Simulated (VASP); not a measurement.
**BeGe under changes of volume**

One of the cells (17.142 Å³/atom); the others are scaled copies at fixed shape and fractional positions:

```xyz
2
Lattice="3.9213 0.0000 0.0000 -1.9607 3.3960 0.0000 0.0000 0.0000 2.5745" Properties=species:S:1:pos:R:3 pbc="T T T"
Be    1.9607    1.1320    0.0000
Ge    0.0000    0.0000    0.0000
```

The cell was built by a generator and needn't be a form met in nature.

| Item | Value |
| --- | --- |
| Program | VASP 6.6.1 |
| Functional | PBE |
| Potentials or basis | VASP PAW PBE potentials, release 64 (Be, Ge_d) |
| Cutoff | 520 eV |
| k mesh | 8 × 8 × 10 |
| Occupations | fermi-dirac, width 0.05 eV |
| Spin | no spin polarisation |

```csv
volume (Å³/atom),energy over the lowest point (meV/atom),pressure (GPa)
15.797,36.42,7.5
16.133,22.51,5.7
16.469,12.20,4.0
17.142,?,?
17.478,0.00,-0.1
17.814,1.33,-1.3
```

Q: What does the run at 17.142 Å³/atom give?

A: Energy over the lowest point 1.21 meV/atom; pressure 1.1 GPa.

Worked out: A Birch-Murnaghan fit of order 3 (a polynomial in V^(-2/3)) to the other rows has its minimum at 17.47 Å³/atom with B0 = V·E''(V) = 63 GPa and B' = 3.5 at fixed shape and positions, which overstates the stiffness. It gives 1.21 meV/atom at 17.142 Å³/atom, against the run's 1.21, and -dE/dV = 1.2 GPa, against 1.1.

Energies are extrapolated to zero smearing.
